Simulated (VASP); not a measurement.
# FeC23 (a cell with a defect) in VASP: a series of runs

One crystal, FeC23 (a cell with a defect), is run at these levels: PBEsol+U; tasks: relaxation of the atoms, single point.

Everything below comes from runs of VASP 6.6.1. Logs are shortened: lines on timing, memory, paths and dates and some standing lists are left out, and cuts for length are marked.

### 1 Starting point

The cell holds a defect, 24 atoms: a = 7.566 Å, b = 5.044 Å, c = 5.044 Å, α = 60.00°, β = 60.00°, γ = 60.00°.

### 2 Relaxation of the atoms, PBEsol+U, collinear spin, ferromagnetic start (atoms moved at random, drawn with an rms of 0.05 Å)

INCAR

```
SYSTEM = FeC23
ALGO = Normal
EDIFF = 1E-5
EDIFFG = -0.03
ENCUT = 450
GGA = PS
IBRION = 2
ISIF = 2
ISMEAR = 0
ISPIN = 2
ISYM = 0
KPAR = 4
LASPH = .True.
LCHARG = .False.
LDAU = .True.
LDAUJ = 0 0
LDAUL = 2 -1
LDAUPRINT = 1
LDAUTYPE = 2
LDAUU = 4 0
LMAXMIX = 4
LORBIT = 11
LREAL = Auto
LWAVE = .False.
MAGMOM = 4 0 0 0 0 0 0 0 0 0 0 0 0 0 0 0 0 0 0 0 0 0 0 0
NELM = 120
NSW = 60
NUPDOWN = 4
PREC = Accurate
SIGMA = 0.03
```

KPOINTS

```
k-points
0
Gamma
  3 4 4
  0 0 0
```

POSCAR

```
FeC23
1.0
    0.0000000000      5.3503200000      5.3503200000
    3.5668800000      0.0000000000      3.5668800000
    3.5668800000      3.5668800000      0.0000000000
Fe C
1 23
Direct
    0.0015940000     -0.0072120000     -0.0095050000
    0.0025250000     -0.0067170000      0.5108820000
    0.0078370000      0.4957910000     -0.0032430000
    0.0006120000      0.5021710000      0.5046670000
    0.3318910000      0.0052250000      0.0037550000
    0.3347420000      0.0089430000      0.4913360000
    0.3330570000      0.5009720000     -0.0107880000
    0.3440070000      0.5023800000      0.4847400000
    0.6556270000      0.0043510000      0.0083080000
    0.6716790000     -0.0043130000      0.5030580000
    0.6607670000      0.5096790000      0.0004540000
    0.6654280000      0.4940170000      0.5009270000
    0.0975260000      0.1060700000      0.1278990000
    0.0878570000      0.1247040000      0.6183220000
    0.0813200000      0.6189570000      0.1263670000
    0.0759830000      0.6315270000      0.6263370000
    0.4096550000      0.1363390000      0.1235610000
    0.4103090000      0.1329750000      0.6224700000
    0.4143720000      0.6314260000      0.1210950000
    0.4223900000      0.6152760000      0.6265110000
    0.7433560000      0.1389270000      0.1168050000
    0.7504580000      0.1314330000      0.6295470000
    0.7415780000      0.6258430000      0.1334850000
    0.7453650000      0.6315470000      0.6263150000
```

Potentials or basis: VASP PAW PBE potentials, release 64 (Fe, C).

Started as:

```
$ cat potpaw_PBE.64/Fe/POTCAR potpaw_PBE.64/C/POTCAR > POTCAR
$ mpirun -np 4 vasp_std > vasp.out
```

OUTCAR:

```text
SYSTEM = FeC23
   EDIFF = 1E-5
   EDIFFG = -0.03
   ENCUT = 450
   GGA = PS
   IBRION = 2
   ISIF = 2
   ISMEAR = 0
   ISPIN = 2
   ISYM = 0
   LASPH = .True.
   LORBIT = 11
   LREAL = Auto
   NELM = 120
   NSW = 60
   NUPDOWN = 4
   PREC = Accurate

 ion  position               nearest neighbor table
   1  0.002  0.993  0.990-  14 1.53  15 1.54  21 1.60  13 1.63   2 2.41   3 2.47   7 2.49   4 2.51
                             6 2.52   4 2.54  10 2.54   9 2.55   5 2.57   3 2.58  11 2.59
   2  0.003  0.993  0.511-  16 1.49  14 1.51  22 1.56  13 1.58   1 2.41
   3  0.008  0.496  0.997-  15 1.50  16 1.53  13 1.61  23 1.65   1 2.47   1 2.58
   4  0.001  0.502  0.505-  16 1.50  14 1.56  15 1.56  24 1.58   1 2.51   1 2.54
   5  0.332  0.005  0.004-  13 1.45  17 1.51  19 1.54  18 1.57   1 2.57
   6  0.335  0.009  0.491-  17 1.52  18 1.52  14 1.53  20 1.62   1 2.52
   7  0.333  0.501  0.989-  20 1.49  17 1.50  15 1.56  19 1.58   1 2.49
   8  0.344  0.502  0.485-  19 1.50  18 1.53  20 1.54  16 1.66
   9  0.656  0.004  0.008-  17 1.52  21 1.54  23 1.56  22 1.56   1 2.55
  10  0.672  0.996  0.503-  24 1.50  22 1.57  21 1.59  18 1.62   1 2.54
  11  0.661  0.510  0.000-  19 1.52  23 1.53  21 1.53  24 1.54   1 2.59
  12  0.665  0.494  0.501-  22 1.49  20 1.50  23 1.51  24 1.58
  13  0.098  0.106  0.128-   5 1.45   2 1.58   3 1.61   1 1.63
  14  0.088  0.125  0.618-   2 1.51   6 1.53   1 1.53   4 1.56
  15  0.081  0.619  0.126-   3 1.50   1 1.54   7 1.56   4 1.56
  16  0.076  0.632  0.626-   2 1.49   4 1.50   3 1.53   8 1.66
  17  0.410  0.136  0.124-   7 1.50   5 1.51   6 1.52   9 1.52
  18  0.410  0.133  0.622-   6 1.52   8 1.53   5 1.57  10 1.62
  19  0.414  0.631  0.121-   8 1.50  11 1.52   5 1.54   7 1.58
  20  0.422  0.615  0.627-   7 1.49  12 1.50   8 1.54   6 1.62
  21  0.743  0.139  0.117-  11 1.53   9 1.54  10 1.59   1 1.60
  22  0.750  0.131  0.630-  12 1.49   2 1.56   9 1.56  10 1.57
  23  0.742  0.626  0.133-  12 1.51  11 1.53   9 1.56   3 1.65
  24  0.745  0.632  0.626-  10 1.50  11 1.54   4 1.58  12 1.58

IMPORTANT INFORMATION: All symmetrisations will be switched off!
NOSYMM: (Re-)initialisation of all symmetry stuff for point group C_1.

----------------------------------------------------------------------------------------

                                     Primitive cell

  volume of cell :     136.1403

  direct lattice vectors                    reciprocal lattice vectors
     0.000000000  5.350320000  5.350320000    -0.093452354  0.093452354  0.093452354
     3.566880000  0.000000000  3.566880000     0.140178531 -0.140178531  0.140178531
     3.566880000  3.566880000  0.000000000     0.140178531  0.140178531 -0.140178531

  length of vectors
     7.566495107  5.044330071  5.044330071     0.161864226  0.242796338  0.242796338

  position of ions in fractional coordinates (direct lattice)
     0.001594000  0.992788000  0.990495000
     0.002525000  0.993283000  0.510882000
     0.007837000  0.495791000  0.996757000
     0.000612000  0.502171000  0.504667000
     0.331891000  0.005225000  0.003755000
     0.334742000  0.008943000  0.491336000
[... 16 lines left out ...]
     0.741578000  0.625843000  0.133485000
     0.745365000  0.631547000  0.626315000

  ion indices of the primitive-cell ions
   primitive index   ion index
                 1           1
                 2           2
                 3           3
                 4           4
                 5           5
                 6           6
[... 16 lines left out ...]
                23          23
                24          24

----------------------------------------------------------------------------------------

 KPOINTS: k-points

Automatic generation of k-mesh.
 Grid dimensions read from file:
 generate k-points for:    3    4    4

 Generating k-lattice:

  Cartesian coordinates                     Fractional coordinates (reciprocal lattice)
    -0.031150785  0.031150785  0.031150785     0.333333333  0.000000000  0.000000000
     0.035044633 -0.035044633  0.035044633     0.000000000  0.250000000  0.000000000
     0.035044633  0.035044633 -0.035044633     0.000000000  0.000000000  0.250000000

[... 116 lines left out ...]
  energy-cutoff  :      450.00
  volume of cell :      136.14
 maximum number of plane-waves:      2968
 NGX is ok and might be reduce to    54
   NGX = 27   NGY = 17   NGZ = 17

--------------------------------------- Ionic step        1  -------------------------------------------

 number of electron     100.0000000 magnetization       4.0000000

 number of electron      99.9999998 magnetization       3.9999999

 Free energy of the ion-electron system (eV)
  ---------------------------------------------------
  ext. energy  EPLUGINS =         0.00000000
  ---------------------------------------------------
  free energy    TOTEN  =      -213.07020359 eV

  energy without entropy =     -213.06940316  energy(sigma->0) =     -213.06980338

------------------------ aborting loop because EDIFF is reached ----------------------------------------

  FORCE on cell =-STRESS in cart. coord.  units (eV):
  Direction    XX          YY          ZZ          XY          YZ          ZX
  --------------------------------------------------------------------------------------
  -------------------------------------------------------------------------------------
  Total       28.4900445     33.5430892     31.0301087     -3.2800285     -1.4263445     -2.9202786
  in kB      335.2871884    394.7543173    365.1801209    -38.6012567    -16.7860400    -34.3675134
  external PRESSURE =     365.0738755 kB  Pullay stress =       0.0000000 kB
[... 45 lines left out ...]
--------------------------------------- Ionic step        2  -------------------------------------------

 number of electron     100.0000002 magnetization       4.0000000

 E-fermi :  11.5934     XC(G=0): -13.5834

 val. band max:       13.4074905976   @ k =   0.0000   0.2500   0.0000
 cond. band min:      12.6100447119   @ k =   0.3333   0.5000   0.5000
 fundamental gap:     -0.7974458857
 Fermi energy:        13.4655550377

 spin component 1

 k-point     1 :       0.0000    0.0000    0.0000
  band No.  band energies     occupation
      1     -13.4517      1.00000
      2     -10.4776      1.00000
      3      -8.9410      1.00000
      4      -7.7223      1.00000
      5      -7.0595      1.00000
      6      -6.7919      1.00000
[... 3113 lines left out ...]
     61      17.4763      0.00000
     62      17.5698      0.00000

 [... further k-points ...]

 [bands above 62 left out]

------------------------ aborting loop because EDIFF is reached ----------------------------------------

  FORCE on cell =-STRESS in cart. coord.  units (eV):
  Direction    XX          YY          ZZ          XY          YZ          ZX
  --------------------------------------------------------------------------------------
  -------------------------------------------------------------------------------------
  Total       35.4556728     31.0377500     30.0299164     -4.3456824      7.2460038     -6.2097310
  in kB      417.2626982    365.2700487    353.4092841    -51.1424833     85.2751294    -73.0796768
  external PRESSURE =     378.6473436 kB  Pullay stress =       0.0000000 kB
[... 97 lines left out ...]
  FREE ENERGIE OF THE ION-ELECTRON SYSTEM (eV)
  ---------------------------------------------------
  free  energy   TOTEN  =      -217.7898333985 eV

  energy  without entropy=     -217.7877166910  energy(sigma->0) =     -217.78877504

[... ionic steps 4 to 16 ...]

--------------------------------------- Ionic step       17  -------------------------------------------

 number of electron     100.0000014 magnetization       4.0000001

------------------------ aborting loop because EDIFF is reached ----------------------------------------
[... 105 lines left out ...]
  FREE ENERGIE OF THE ION-ELECTRON SYSTEM (eV)
  ---------------------------------------------------
  free  energy   TOTEN  =      -218.3749834117 eV

  energy  without entropy=     -218.3740000750  energy(sigma->0) =     -218.37449174

atom =   1  type =  1  l = 2

 onsite density matrix

spin component  1

  0.9558 -0.0205 -0.0075  0.0113  0.0000
 -0.0205  0.9781 -0.0023 -0.0206  0.0038
 -0.0075 -0.0023  0.9694  0.0037 -0.0010
  0.0113 -0.0206  0.0037  0.9563  0.0065
  0.0000  0.0038 -0.0010  0.0065  0.9706

spin component  2

  0.6329  0.0072  0.0596  0.0025 -0.0033
  0.0072  0.6194  0.0092  0.0072 -0.0159
  0.0596  0.0092  0.0702 -0.0249  0.0001
  0.0025  0.0072 -0.0249  0.6329 -0.0513
 -0.0033 -0.0159  0.0001 -0.0513  0.0696

 occupancies and eigenvectors

  o =  0.0619  v =  0.0000  0.0000  0.0000  0.0000  0.0000  0.0875  0.0001 -0.8622 -0.0822 -0.4921      0.0000  0.0000  0.0000  0.0000  0.0000  0.0000  0.0000  0.0000  0.0000  0.0000
  o =  0.0654  v =  0.0000  0.0000  0.0000  0.0000  0.0000 -0.0562 -0.0315  0.4936 -0.0560 -0.8655      0.0000  0.0000  0.0000  0.0000  0.0000  0.0000  0.0000  0.0000  0.0000  0.0000
  o =  0.6145  v =  0.0000  0.0000  0.0000  0.0000  0.0000 -0.2986  0.9042 -0.0035 -0.3053  0.0042      0.0000  0.0000  0.0000  0.0000  0.0000  0.0000  0.0000  0.0000  0.0000  0.0000
  o =  0.6387  v =  0.0000  0.0000  0.0000  0.0000  0.0000 -0.6738  0.0235 -0.1022  0.7288 -0.0625      0.0000  0.0000  0.0000  0.0000  0.0000  0.0000  0.0000  0.0000  0.0000  0.0000
  o =  0.6445  v =  0.0000  0.0000  0.0000  0.0000  0.0000  0.6679  0.4253  0.0499  0.6048 -0.0696      0.0000  0.0000  0.0000  0.0000  0.0000  0.0000  0.0000  0.0000  0.0000  0.0000
  o =  0.9414  v = -0.8280 -0.4931 -0.2597 -0.0144  0.0601  0.0000  0.0000  0.0000  0.0000  0.0000      0.0000  0.0000  0.0000  0.0000  0.0000  0.0000  0.0000  0.0000  0.0000  0.0000
  o =  0.9418  v =  0.2122 -0.3796  0.1487 -0.8531  0.2470  0.0000  0.0000  0.0000  0.0000  0.0000      0.0000  0.0000  0.0000  0.0000  0.0000  0.0000  0.0000  0.0000  0.0000  0.0000
  o =  0.9719  v = -0.2333 -0.0040  0.8407  0.2171  0.4379  0.0000  0.0000  0.0000  0.0000  0.0000      0.0000  0.0000  0.0000  0.0000  0.0000  0.0000  0.0000  0.0000  0.0000  0.0000
  o =  0.9727  v =  0.1147  0.1463 -0.4514  0.1345  0.8623  0.0000  0.0000  0.0000  0.0000  0.0000      0.0000  0.0000  0.0000  0.0000  0.0000  0.0000  0.0000  0.0000  0.0000  0.0000
  o =  1.0023  v = -0.4492  0.7690 -0.0029 -0.4548 -0.0013  0.0000  0.0000  0.0000  0.0000  0.0000      0.0000  0.0000  0.0000  0.0000  0.0000  0.0000  0.0000  0.0000  0.0000  0.0000

--------------------------------------- Ionic step       19  -------------------------------------------

 number of electron     100.0000014 magnetization       4.0000001

 Free energy of the ion-electron system (eV)
  ---------------------------------------------------
  ext. energy  EPLUGINS =         0.00000000
  ---------------------------------------------------
  free energy    TOTEN  =      -218.37500558 eV

  energy without entropy =     -218.37402239  energy(sigma->0) =     -218.37451399

 E-fermi :   9.5001     XC(G=0): -13.6148

 val. band max:       12.1783222900   @ k =  -0.3333   0.5000   0.2500
 cond. band min:      11.9365163003   @ k =   0.3333   0.0000   0.0000
 fundamental gap:     -0.2418059897
 Fermi energy:        12.2132199890

 spin component 1

 k-point     1 :       0.0000    0.0000    0.0000
  band No.  band energies     occupation
      1     -11.7322      1.00000
      2      -8.9401      1.00000
      3      -8.5307      1.00000
      4      -6.2714      1.00000
      5      -6.1599      1.00000
      6      -6.1362      1.00000
[... 1615 lines left out ...]
     58      15.8003      0.00000
     59      16.0673      0.00000
     60
```

It took 36 min on 4 MPI ranks of Intel Xeon 6975P-C (Granite Rapids), shared host; peak memory 0.46 GiB.

Results:

```
Free energy                                           : -218.3750 eV
Energy gained by relaxing                             : 221.0 meV/atom
Ionic steps                                           : 19
Largest force after relaxing                          : 0.018 eV/Å
Net moment                                            : 4.00 μB per cell
Site moments                                          : Fe +3.09; C +0.02, +0.01, -0.00, +0.00, +0.04, +0.05, +0.13 μB
Valence electrons inside the program's atomic spheres : Fe 8.50; C 2.59, 2.57, 2.63, 2.58, 2.62, 2.69, 2.67, 2.70, 2.55
```

Forces on the atoms (eV/Å):
```
Fe  -0.001 -0.003  0.017
C    0.004  0.006 -0.003
C   -0.005  0.001  0.000
C   -0.003  0.001  0.009
C    0.009  0.002  0.003
C   -0.007 -0.005 -0.004
C   -0.003 -0.002  0.002
C    0.004  0.007  0.013
C    0.002 -0.002 -0.005
C    0.000 -0.002  0.004
C    0.004 -0.002 -0.002
C   -0.004  0.007  0.000
C   -0.006 -0.007 -0.015
C   -0.003 -0.007  0.004
C    0.003  0.000  0.009
C    0.001 -0.004 -0.005
C   -0.008 -0.006 -0.005
C    0.006  0.000 -0.008
C    0.000 -0.005 -0.001
C   -0.001  0.004  0.001
C    0.005 -0.003 -0.006
C    0.000  0.008  0.003
C    0.006  0.004 -0.012
C   -0.004  0.007  0.002
```

Step by step:
```
step  energy change (eV)  largest force (eV/Å)  pressure (GPa)
   1              0.0000               13.2407           36.51
   2              5.4724                9.9694           37.86
   3             -4.7196                3.2243           26.79
   4             -4.7437                3.1251           26.91
   5             -4.7448                3.0896           26.81
   6             -4.6912                3.8064           27.74
   7             -5.1572                1.2233           26.65
   8             -5.2658                0.8176           26.47
   9             -5.2723                0.5362           26.46
  10             -5.2914                0.3851           26.37
  11             -5.2940                0.2191           26.37
  12             -5.3007                0.2017           26.38
  13             -5.3008                0.1835           26.38
  14             -5.3036                0.1114           26.40
  15             -5.3036                0.1085           26.39
  16             -5.3046                0.0771           26.35
  17             -5.3046                0.0712           26.35
  18             -5.3048                0.0316           26.36
  19             -5.3048                0.0178           26.37
```

Final structure:
```
CELL_PARAMETERS angstrom
0.00000 5.35032 5.35032
3.56688 0.00000 3.56688
3.56688 3.56688 0.00000
ATOMIC_POSITIONS crystal
Fe 0.98878 0.00351 0.00254
C 0.00097 0.00130 0.49749
C 0.00096 0.49960 0.99920
C 0.00185 0.49982 0.49815
C 0.33160 0.00403 0.00202
C 0.33988 0.99982 0.48968
C 0.33993 0.49148 0.99790
C 0.33243 0.50186 0.49988
C 0.66665 0.00024 0.99805
C 0.65822 0.00470 0.50763
C 0.65823 0.50977 0.00256
C 0.66744 0.50098 0.49875
C 0.09489 0.13904 0.13690
C 0.10087 0.13641 0.57563
C 0.10102 0.57684 0.13480
C 0.08469 0.62550 0.62348
C 0.42712 0.11786 0.11596
C 0.41172 0.12661 0.63167
C 0.41169 0.63370 0.12462
C 0.41831 0.62454 0.62254
C 0.70352 0.15214 0.14989
C 0.75049 0.12727 0.62388
C 0.75056 0.62611 0.12500
C 0.74810 0.62719 0.62510
```

Eigenvalues of the final occupation matrices:
| site | spin | trace | eigenvalues |
| --- | --- | --- | --- |
| site 1 d | 1 | 4.83 | 0.94 0.94 0.97 0.97 1.00 |
| site 1 d | 2 | 2.02 | 0.06 0.07 0.61 0.64 0.64 |

Caveat: the k mesh is coarse (spacing up to 0.38 Å⁻¹), so the values aren't converged; the cutoff is under 1.25 times the usual one of these potentials, so pressure, stress and relaxed cells hold a basis-set (Pulay) error; the electronic state changed during the relaxation; the PAW data sets were made with another functional, which shifts forces and pressure a little; the total moment is fixed, so each spin has its own Fermi level; the U is typed as a test and isn't derived for this compound. The state reached can hang on the start; a lower one may exist.

(Continued in part 2 of 2.)
